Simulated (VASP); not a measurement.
Data:

```
SrTe
1.0
    0.00000     3.35945     3.35945
    3.35945     0.00000     3.35945
    3.35945     3.35945     0.00000
Sr Te
1 1
Direct
  0.00000   0.00000   0.00000
  0.50000   0.50000   0.50000
```

The numbers are results of PW91 GGA, VASP's PBE PAW potentials (set 64) (plane waves; VASP 6.6.1), not measurements. Run with 520 eV cut-off, Gaussian smearing of 0.050 eV, potentials Sr_sv Te.

Unless said otherwise, spin-orbit coupling is left out, though it shifts the bands of the heavy elements here.

**Question.** Predict the band gap (along the path) with the smallest direct gap where there is one.

**Answer.** 
```json
{
  "band gap (along the path)": "1.76 eV",
  "smallest direct gap (along the path)": "2.48 eV"
}
```

Only differences to runs with the same potentials and settings are physical.

The compound is SrTe in the rock salt structure. It was relaxed first.
